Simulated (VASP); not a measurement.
```
CELL_PARAMETERS angstrom
      0.00000     2.72850     2.72850
      2.72850     0.00000     2.72850
      2.72850     2.72850     0.00000
ATOMIC_POSITIONS crystal
  K  0.00000 0.00000 0.00000
  F  0.50000 0.50000 0.50000
```

All values below come from PBE GGA, VASP's PBE PAW potentials (set 64) (plane waves; VASP). Numerical set-up: 520 eV cut-off, 8×8×8 Γ-centred mesh, Gaussian smearing of 0.050 eV, potentials K_sv F.

Estimate the energy per atom (σ→0), band gap (on the k-mesh) with the smallest direct gap where there is one.

```yaml
band gap (on the k-mesh): 5.85 eV
smallest direct gap (on the k-mesh): 5.85 eV
energy per atom (σ→0): -4.149 eV/atom
```

Only differences to runs with the same potentials and settings are physical.

The compound is KF in the rock salt structure. The cell was not relaxed at this level.
